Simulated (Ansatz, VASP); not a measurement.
One calculation of AlInSb2, two programs

INCAR

```
  ALGO = Fast
  EDIFF = 1E-6
  ENCUT = 520
  GGA = CA
  ISIF = 2
  ISMEAR = 0
  LASPH = True
  LCHARG = True
  LELF = True
  LREAL = False
  LVHAR = True
  LWAVE = False
  NBANDS = 21
  NELM = 100
  PREC = Accurate
  SIGMA = 0.03
```

File KPOINTS:

```
k-points
0
Gamma
  8 8 6
```

POSCAR

```
AlInSb2
1.0
    4.5061655400      0.0000000000      0.0000000000
    0.0000000000      4.5061655400      0.0000000000
    0.0000000000      0.0000000000      6.3488229900
Al In Sb
1 1 2
Direct
    0.0000000000      0.0000000000      0.0000000000
    0.5000000000      0.5000000000      0.5000000000
    0.0000000000      0.5000000000      0.2333653700
    0.5000000000      0.0000000000      0.7666346300
```

Input for Ansatz:

```yaml
crystal:
  lattice:
    - [4.50616554, 0.0, 0.0]
    - [0.0, 4.50616554, 0.0]
    - [0.0, 0.0, 6.34882299]
  atoms:
    - { symbol: Al, position: [0.0, 0.0, 0.0] }
    - { symbol: In, position: [0.5, 0.5, 0.5] }
    - { symbol: Sb, position: [0.0, 0.5, 0.23336537] }
    - { symbol: Sb, position: [0.5, 0.0, 0.76663463] }
basis:
  ecutwfc: 420
kpoints:
  mp_grid: { grid: [8, 8, 6] }
hamiltonian:
  xc: lda
scf:
  occupations: { method: gaussian, width: 0.03 }
output:
  forces: true
  stress: true
  eigenvalues: true
```

The cell comes from a database or a generator and needn't be the stable form of this composition.

Alike in both runs: task single point; functional LDA; k mesh 8 × 8 × 6; occupations gaussian, width 0.03 eV; no spin polarisation.

|  | VASP | Ansatz |
| --- | --- | --- |
| version | VASP 6.6.1 | Ansatz 0.2.0 |
| potentials or method | VASP PAW LDA potentials, release 64 (Al, In_d, Sb) | scalar-relativistic, plane waves, PAW |
| plane-wave cutoff (eV) | 520 | 420 |
| valence electrons in the cell | 26 | 46 |

Ansatz gave:

```
gap on the k mesh at the Fermi level (eV)       : 0.26
least direct gap on the mesh (eV)               : 0.26
pressure (GPa)                                  : -2.0
largest component of the traceless stress (GPa) : 0.06
rms of the force components (eV/Å)              : 0.023
```

Task: Estimate VASP's values.

Result: gap on the k mesh at the Fermi level (eV): 0.31; least direct gap on the mesh (eV): 0.31; pressure (GPa): -1.9; largest component of the traceless stress (GPa): 0.06; rms of the force components (eV/Å): 0.030.

Atom by atom the forces differ by 0.007 eV/Å (rms over components). The two sets of potentials don't hold the same shells in valence.

Caveats: spin-orbit coupling is left out, which moves the levels of the heavy elements. A k mesh can miss the band edges.
